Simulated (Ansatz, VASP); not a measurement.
## Ti (Titanium) in two plane-wave programs

Wanted: the spread between two codes on one cell, functional and k mesh. The cell is taken from a series of runs on this material, whose earlier steps may have relaxed, scaled, displaced or heated it; both programs get it as it stands.

Method: plane waves, with VASP 6.6.1 beside it; zone-centre phonons at PBEsol, in Ansatz 0.2.0.

### 1. Starting point

It takes space group P6_3/mmc (No. 194, hexagonal). Conventional cell: a = 2.929 Å, b = 2.929 Å, c = 4.552 Å, α = 90.00°, β = 90.00°, γ = 120.00°. Nearest to Ti lie 12 Ti at 2.84 to 2.93 Å.

### 2. Ansatz: zone-centre phonons, PBEsol

Ansatz runs on its PAW soft_1 files.

Second derivatives magnify differences that forces hide, and they need a tight electronic threshold.

input.yaml reads:

```yaml
crystal:
  lattice:
    - [2.9294463839, 0.0, 0.0]
    - [-1.464723192, 2.5369749875, 0.0]
    - [0.0, 0.0, 4.5519429126]
  atoms:
    - { symbol: Ti, position: [0.3333333333, 0.6666666667, 0.25] }
    - { symbol: Ti, position: [0.6666666667, 0.3333333333, 0.75] }
kpoints:
  mp_grid: { grid: [18, 18, 12] }
hamiltonian:
  xc: pbesol
  pseudopotentials: { kind: paw, azcp: { folder: soft_1 }, xc_functional: pbe }
scf:
  occupations: { method: methfessel_paxton, width: 0.2 }
output:
  eigenvalues: true
phonons:
  method: dfpt
```

Run with:

```sh
ansatz run input.yaml --threads 4 --pin off --max-ram 10240MiB --backend cpu --events-out ev --progress --plain --runs-dir out
```

Numbers of over 12 decimals in the logs are rounded to 6 here.

The log of the run:

```text
zone centre: on kpoints.mp_grid the ground state, and the responses unless they are solved on pairs of k-points, stand on 637 of the mesh's 3888 k-points, reduced under 4 symmetry operations, with k and −k counted as one. Each operation leaves every solved displacement unchanged or reverses it
Engine: ansatz 0.2.0, aarch64-unknown-linux-gnu
Pseudopotentials: kind: paw
Pseudopotential: Ti, paw, valence charge 12, recommended cutoff 420 eV (normal), soft_1/Ti.paw.azcp
Functional definition: PBEsol
  exchange = pbesol_x
  correlation = pbesol_c
Crystal: 2 atoms, lattice volume = 33.830 Å³
Basis set: ecut = 420 eV, 651 PW (Γ), exchange–correlation on 40×40×64 points (8 copies of the dense FFT grid, shifted against one another)
Bands: 16, of which v1, the nominal top of the filled ones, is band 12 counted from 1 (11 counted from 0)
Symmetry: 24 space group operations
k-points: 637 of 3888 (irreducible under 4 space group operations, time reversal used)
Non-local potential: Ti, projectors of the file, l = 0: 3, l = 1: 2, l = 2: 3, l = 3: 1
PAW form: soft (Blöchl's): semilocal exchange-correlation on the pseudo side does not see the compensation charge
PAW frozen core: Ti, regenerated for the run's functional, and the local potential with it (the file was generated under x = pbe(κ = 0.804, μ = 0.219515), c = pbe(β = 0.066725))
PAW one-centre angular grid: Ti, 590 points (default); XC on 64 Gauss nodes
Initial density: superposition of atomic densities (chi_scale 0.1, normalization cell)
Initial wavefunctions: pseudopotential atomic-orbital guess
Functional: x = pbesol(κ = 0.804, μ = 0.123457), c = pbesol(β = 0.046)
SCF iter   1: F=—  HF=-4948.272077 eV  |F-HF|=—  |Δ(HF+E_count)|=         —  Δρ=6.43e-2  dr2=1.44e0  ethr=3.10e-3  ⟨swp⟩=4.3  Hψ=89131  notcnv=0
automatic band count: the SCF goes on with 20 bands, as 16 were too few: they end inside the smearing window of the response
preconditioner: auto → none  [metal: Δε(μ)=0.002 eV  Ē_g=4.681 eV  σ=0.200 eV  W_gap=0.01  n_scr=8 (ndim 8)  ℏωp=18.1 eV  f_vac=0.000  D(μ)=1.56/eV (n_scr^D=22)  sad-step TF]
SCF iter   2: F=—  HF=-4947.954116 eV  |F-HF|=—  |Δ(HF+E_count)|=   3.18e-1  S|Δr|=    0.00e0  Δρ=3.68e-2  dr2=4.96e-1  ethr=3.10e-3  ⟨swp⟩=2.0  Hψ=21464  notcnv=0  defer=861
SCF iter   3: F=—  HF=-4947.794408 eV  |F-HF|=—  |Δ(HF+E_count)|=   1.60e-1  S|Δr|=    0.00e0  Δρ=1.46e-3  dr2=3.48e-4  ethr=2.07e-3  ⟨swp⟩=2.7  Hψ=21699  notcnv=0  defer=861
SCF iter   4: F=—  HF=-4947.794471 eV  |F-HF|=—  |Δ(HF+E_count)|=   6.38e-5  S|Δr|=    0.00e0  Δρ=1.11e-4  dr2=2.25e-6  ethr=1.45e-6  ⟨swp⟩=2.3  Hψ=22382  notcnv=0  defer=812
SCF iter   5: F=—  HF=-4947.794478 eV  |F-HF|=—  |Δ(HF+E_count)|=   6.19e-6  S|Δr|=    0.00e0  Δρ=6.20e-5  dr2=9.81e-7  ethr=9.36e-9  ⟨swp⟩=2.0  Hψ=20660  notcnv=0  defer=812
SCF iter   6: F=—  HF=-4947.794477 eV  |F-HF|=—  |Δ(HF+E_count)|=   3.14e-7  S|Δr|=    0.00e0  Δρ=9.07e-6  dr2=1.50e-8  ethr=4.09e-9  ⟨swp⟩=3.0  Hψ=20251  notcnv=0  defer=812
SCF iter   7: F=—  HF=-4947.794477 eV  |F-HF|=—  |Δ(HF+E_count)|=   6.41e-9  S|Δr|=    0.00e0  Δρ=9.72e-7  dr2=2.53e-10  ethr=6.24e-11  ⟨swp⟩=3.0  Hψ=20368  notcnv=0  defer=812
SCF iter   8: F=-4947.794477 eV  HF=-4947.794477 eV  |F-HF|=9.09e-13  |Δ(HF+E_count)|=  1.06e-10  S|Δr|=    0.00e0  Δρ=4.21e-8  dr2=1.70e-13  ethr=1.00e-12  ⟨swp⟩=8.9  Hψ=50914  notcnv=0
SCF 1 converged in 8 iterations: F = -4947.794477 eV  dr2 = 1.70e-13
  greatest PAW one-centre occupation: 0.999 electrons in one spin orbital (limit 2), on the Ti atom at site 1 (counted from 0), in its partial waves of l = 0
DFPT response loops at Γ: preconditioner auto → Kerker (q_TF=auto, 2.577 Å⁻¹) (partly filled bands, converged f_vac=0.000); β = 1.00, the filter's whole step (`scf.mixing.beta` (0.50) is not read by the response loops under this deck's `scf.mixing.preconditioner`; to damp them name `kerker` or `kerker_dos`, under which they read `scf.mixing.beta`, and type it under 1.00, their step now; both keys bind the ground state too); Broyden in place of MSR1
SCF converged after 8 iterations
Stability not checked: this state was not tested for a lower state beside it, because cold or Methfessel-Paxton smearing, or corrected tetrahedra, fill the levels in a way that the test cannot read (fill_not_monotonic; see scf.lower_state_search)
Free energy (F): -4947.794477 eV
Harris-Foulkes:  -4947.794477 eV  (|F-HF|=9.09e-13)
Internal energy: -4947.799232 eV  (E = F + TS)
E sigma→0 (E₀):  -4947.795666 eV
Entropy (-TS):   0.004754 eV (2.377 meV/atom)
Fermi energy:    13.600180 eV
--- Per-component energies (eV) ---
  E_band       = -307.214594
  E_kinetic    = 562.876258
  E_local      = -1718.230206  (includes V_loc(G=0)·N_el)
  E_nonlocal   = 123.714371
  E_hartree    = 681.004006
  E_xc         = -230.635414
  E_vxc        = -290.149219  (∫ρ·V_xc dr)
  E_paw        = -2034.624771  (= ΣΔE_a)
  E_vpaw       = -347.433653  (= ΣTr[D̂ρ^β])
  E_aug_tail   = -0.000163  (compensation charges beyond the density's cutoff)
  E_ewald      = -2332.182083
  E_core_change = 0.278769  (= ΣΔE_core)
  E_smearing   = 0.004754  (= −TS)
  E_closure    = -0.000000  (closes the sum)
  Σ components = -4947.794477   (vs F -4947.794477, Δ=0.00e0)
--- Band table (eV; the first three rows and the last of 637) ---
  k-point 0: bands = [... 8 lower, 7.3377, 10.8331, 14.3462, 14.3462, 14.6065, 14.6189, 14.9035, 14.9035, ... 4 higher]
  k-point 1: bands = [... 8 lower, 7.3996, 10.8115, 14.3049, 14.3049, 14.4865, 14.5829, 14.8643, 14.8643, ... 4 higher]
  k-point 2: bands = [... 8 lower, 7.5829, 10.7308, 14.1968, 14.2235, 14.2235, 14.4790, 14.7587, 14.7587, ... 4 higher]
  k-point 636: bands = [... 8 lower, 11.5247, 11.5247, 13.0080, 13.0080, 13.4745, 13.4745, 15.1810, 15.1810, ... 4 higher]
--- Phonons (Γ-DFPT): 2 representative perturbations + reference, on 637 of 3888 k-points (Σ response iterations 6) ---
  k mesh reduced under 4 symmetry operations, with k and −k counted as one. Each operation leaves every solved displacement unchanged or reverses it
  ASR residual: 5.690e-6 → 0.000e0 eV/Å²; symmetrization residual: 4.210e-10 eV/Å²
  ASR residual per site (eV/Å²): 5.69e-6 5.69e-6
  Γ frequencies (cm⁻¹): 0.00 0.00 0.00 130.85 130.85 198.50
  non-analytic LO–TO correction: not included (Born effective charges unavailable; polar crystals: no LO–TO splitting at Γ)
```

### 3. VASP: zone-centre phonons, PBEsol

The same cell, functional, mesh and smearing now go to VASP, with its own data sets.

Lines of VASP's logs that name or quote its potential files are left out, and so is its time.

INCAR reads:

```
SYSTEM = Ti
PREC = Accurate
ENCUT = 500
EDIFF = 1E-08
NELM = 120
ISMEAR = 1
SIGMA = 0.2
LREAL = .FALSE.
ALGO = Normal
GGA = PS
NBANDS = 18
LASPH = .TRUE.
LORBIT = 11
LWAVE = .FALSE.
LCHARG = .FALSE.
ISIF = 2
IBRION = 8
GGA_COMPAT = .FALSE.
KPAR = 2
```

POSCAR reads:

```
Ti
1.0
    2.9294463839      0.0000000000      0.0000000000
   -1.4647231920      2.5369749875      0.0000000000
    0.0000000000      0.0000000000      4.5519429126
Ti
2
Direct
    0.3333333334      0.6666666668      0.2500000000
    0.6666666668      0.3333333334      0.7500000000
```

KPOINTS reads:

```
Automatic mesh
0
Gamma
18 18 12
0 0 0
```

Potentials, in the order of the species: Ti_sv (PBE family, release 64).

Run with:

```sh
mpirun -np 2 vasp_std
```

The log of the run:

```text
[banner, memory and clock lines left out]
running    2 mpi-ranks, on    1 nodes
 distrk:  each k-point on    1 cores,    2 groups
 distr:  one band on    1 cores,    1 groups

 POSCAR found type information on POSCAR Ti
 POSCAR found :  1 types and       2 ions
|                                                                             |
|               ----> ADVICE to this user running VASP <----                  |
|                                                                             |
|     You enforced a specific xc type in the INCAR file but a different       |
|     [... a line on the potential file left out ...]
|     I HOPE YOU KNOW WHAT YOU ARE DOING!                                     |
|                                                                             |

 LDA part: xc-table for (Slater+PW92), standard interpolation
 POSCAR, INCAR and KPOINTS ok, starting setup
 FFT: planning ... GRIDC
 FFT: planning ... GRID_SOFT
 FFT: planning ... GRID
 WAVECAR not read
 entering main loop
       N       E                     dE             d eps       ncg     rms          rms(c)
DAV:   1     0.255164318806E+03    0.25516E+03   -0.12955E+04  9332   0.163E+03
DAV:   2     0.106675658842E+02   -0.24450E+03   -0.24137E+03  9546   0.452E+02
DAV:   3    -0.177799869625E+02   -0.28448E+02   -0.28122E+02 17594   0.127E+02
DAV:   4    -0.189013287036E+02   -0.11213E+01   -0.11202E+01 10688   0.264E+01
DAV:   5    -0.189550280248E+02   -0.53699E-01   -0.53690E-01 14502   0.412E+00    0.127E+01
DAV:   6    -0.166782851559E+02    0.22767E+01   -0.82401E+00 10930   0.302E+01    0.313E+00
DAV:   7    -0.166537847238E+02    0.24500E-01   -0.87479E-01 14234   0.705E+00    0.210E+00
DAV:   8    -0.166816030630E+02   -0.27818E-01   -0.23442E-01 10860   0.589E+00    0.761E-01
DAV:   9    -0.166718265084E+02    0.97766E-02   -0.56074E-02 11116   0.250E+00    0.711E-02
DAV:  10    -0.166722144037E+02   -0.38790E-03   -0.30174E-03 13550   0.375E-01    0.969E-02
DAV:  11    -0.166722793995E+02   -0.64996E-04   -0.25489E-04 11140   0.121E-01    0.358E-02
DAV:  12    -0.166722722362E+02    0.71633E-05   -0.35666E-05 11610   0.528E-02    0.701E-03
DAV:  13    -0.166722721885E+02    0.47703E-07   -0.17165E-06 11858   0.120E-02    0.426E-04
DAV:  14    -0.166722722480E+02   -0.59502E-07   -0.20413E-07 14500   0.279E-03    0.668E-04
DAV:  15    -0.166722722396E+02    0.84069E-08   -0.30969E-08  9838   0.140E-03
   1 F= -.16672272E+02 E0= -.16673855E+02  d E =0.474848E-02
 Linear response reoptimize wavefunctions to high precision
DAV:   1    -0.166722722830E+02   -0.43402E-07   -0.57587E-09  8934   0.504E-04
DAV:   2    -0.166722722830E+02   -0.13642E-10   -0.27543E-10  5428   0.157E-04
 Linear response DOF=           2
 Linear response progress:
  Degree of freedom:   1/  2
       N       E                     dE             d eps       ncg     rms          rms(c)
RMM:   1    -0.579789464140E+00   -0.57979E+00    0.27867E+01 41470   0.144E+02
RMM:   2    -0.555060156331E+00    0.24729E-01   -0.34877E-01 75738   0.476E+00    0.277E-01
RMM:   3    -0.551940320876E+00    0.31198E-02   -0.20180E-02 84904   0.126E+00    0.124E-01
RMM:   4    -0.552216080311E+00   -0.27576E-03   -0.85503E-03 99064   0.555E-01    0.167E-02
RMM:   5    -0.552842111097E+00   -0.62603E-03   -0.16956E-03104479   0.213E-01    0.110E-02
RMM:   6    -0.553617551469E+00   -0.77544E-03   -0.71937E-04103016   0.106E-01    0.440E-03
RMM:   7    -0.553746761480E+00   -0.12921E-03   -0.14548E-04104132   0.492E-02    0.447E-03
RMM:   8    -0.553896310835E+00   -0.14955E-03   -0.47665E-05100643   0.273E-02    0.176E-03
RMM:   9    -0.554012622518E+00   -0.11631E-03   -0.16666E-05101092   0.158E-02    0.102E-03
RMM:  10    -0.553991376625E+00    0.21246E-04   -0.10231E-05106172   0.836E-03    0.186E-04
RMM:  11    -0.553982684257E+00    0.86924E-05   -0.59256E-06106369   0.481E-03    0.282E-04
RMM:  12    -0.553992802735E+00   -0.10118E-04   -0.95491E-06104128   0.291E-03    0.829E-05
RMM:  13    -0.553999307073E+00   -0.65043E-05   -0.60333E-06102047   0.198E-03    0.112E-04
RMM:  14    -0.553994620028E+00    0.46870E-05   -0.53197E-06103885   0.137E-03    0.305E-05
RMM:  15    -0.553994947113E+00   -0.32708E-06   -0.43228E-06107176   0.101E-03    0.210E-05
RMM:  16    -0.553994741103E+00    0.20601E-06   -0.35229E-06105271   0.779E-04    0.396E-05
RMM:  17    -0.553995669291E+00   -0.92819E-06   -0.28899E-06 99208   0.648E-04    0.225E-05
RMM:  18    -0.553995496988E+00    0.17230E-06   -0.23056E-06105796   0.545E-04    0.240E-05
RMM:  19    -0.553995493185E+00    0.38027E-08   -0.19146E-06107664   0.474E-04    0.263E-05
RMM:  20    -0.553995496503E+00   -0.33182E-08   -0.15811E-06105989   0.420E-04    0.293E-05
RMM:  21    -0.553995778749E+00   -0.28225E-06   -0.12830E-06 93525   0.390E-04    0.230E-05
RMM:  22    -0.553995876633E+00   -0.97885E-07   -0.11323E-06102794   0.357E-04    0.257E-05
 first order change of Fermi-energy   0.78100E-04
 force on displaced ion       1 direction 1 :  -1.514   0.000   0.000
 Linear response progress:
  Degree of freedom:   2/  2
       N       E                     dE             d eps       ncg     rms          rms(c)
RMM:   1    -0.669182207952E+00   -0.66918E+00    0.31818E+01 14253   0.146E+02
RMM:   2    -0.633943951478E+00    0.35238E-01   -0.35031E-01 26425   0.480E+00    0.288E-01
RMM:   3    -0.632090422008E+00    0.18535E-02   -0.25114E-02 28972   0.130E+00    0.127E-01
RMM:   4    -0.633288616879E+00   -0.11982E-02   -0.10317E-02 33238   0.576E-01    0.437E-02
RMM:   5    -0.633726053162E+00   -0.43744E-03   -0.20293E-03 31681   0.240E-01    0.224E-02
RMM:   6    -0.634226607961E+00   -0.50055E-03   -0.86805E-04 34836   0.129E-01    0.117E-02
RMM:   7    -0.634537997706E+00   -0.31139E-03   -0.15082E-04 34918   0.576E-02    0.777E-03
RMM:   8    -0.635046174967E+00   -0.50818E-03   -0.51803E-05 31586   0.350E-02    0.235E-03
RMM:   9    -0.635073261802E+00   -0.27087E-04   -0.16462E-05 34730   0.178E-02    0.970E-04
RMM:  10    -0.635055568890E+00    0.17693E-04   -0.79708E-06 35389   0.995E-03    0.231E-04
RMM:  11    -0.635055962376E+00   -0.39349E-06   -0.78990E-06 36183   0.573E-03    0.206E-04
RMM:  12    -0.635062111960E+00   -0.61496E-05   -0.37980E-06 35247   0.361E-03    0.937E-05
RMM:  13    -0.635065344940E+00   -0.32330E-05   -0.36945E-06 36394   0.240E-03    0.645E-05
RMM:  14    -0.635063953020E+00    0.13919E-05   -0.21203E-06 35661   0.166E-03    0.205E-05
[...]
RMM:  19    -0.635064476280E+00   -0.94438E-07   -0.15414E-06 35517   0.612E-04    0.304E-05
RMM:  20    -0.635064446246E+00    0.30033E-07   -0.12537E-06 33094   0.559E-04    0.415E-05
RMM:  21    -0.635064760020E+00   -0.31377E-06   -0.11991E-06 31080   0.546E-04    0.205E-05
RMM:  22    -0.635064963741E+00   -0.20372E-06   -0.10028E-06 31399   0.501E-04    0.105E-05
RMM:  23    -0.635065028673E+00   -0.64932E-07   -0.89966E-07 34949   0.450E-04    0.861E-06
RMM:  24    -0.635065054853E+00   -0.26179E-07   -0.81264E-07 35492   0.418E-04    0.860E-06
RMM:  25    -0.635065062978E+00   -0.81250E-08   -0.66193E-07 35907   0.393E-04    0.835E-06
RMM:  26    -0.635065046622E+00    0.16356E-07   -0.68207E-07 34006   0.373E-04    0.860E-06
 first order change of Fermi-energy  -0.12117E-03
 force on displaced ion       1 direction 3 :  -0.000  -0.000  -3.518
 Linear response finished
```

(Continued in part 2 of 2.)

[Lines on the potential files, build, host, timing and source positions are cut from VASP's logs without a mark.]

[Logs are printed without paths, hosts, clocks, repeated set-up lines and the standing remarks that a program may print on its own settings, such as how far it seeks lower states.]

[Hosts, paths, dates, database ids (printed as entryN), source tags and the programs' standing remarks are cut or masked in the printed files.]
